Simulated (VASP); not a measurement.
```
SrO
1.0
    3.37098     0.00000     0.00000
   -1.68549     2.91935     0.00000
    0.00000     0.00000     3.06222
Sr O
1 1
Direct
  0.00000   0.00000   0.00000
  0.66667   0.33333   0.50000
```

Calculation: r2SCAN meta-GGA, VASP's PBE PAW potentials (set 64) (plane waves; VASP 6.6.1). Numerical set-up: 600 eV cut-off, 8×8×8 Γ-centred mesh, Gaussian smearing of 0.050 eV, potentials Sr_sv O.

Q: Estimate the energy per atom (σ→0), pressure.

A: 
```
Quantity                                 Value
---------------------  -----------------------
energy per atom (σ→0)  -1277.7 kJ/mol of atoms
pressure                             14.15 GPa
```

The structure was generated: SrO was put into the WC type (P-6m2), which need not be its known phase. This cell was strained or had an atom moved on purpose.
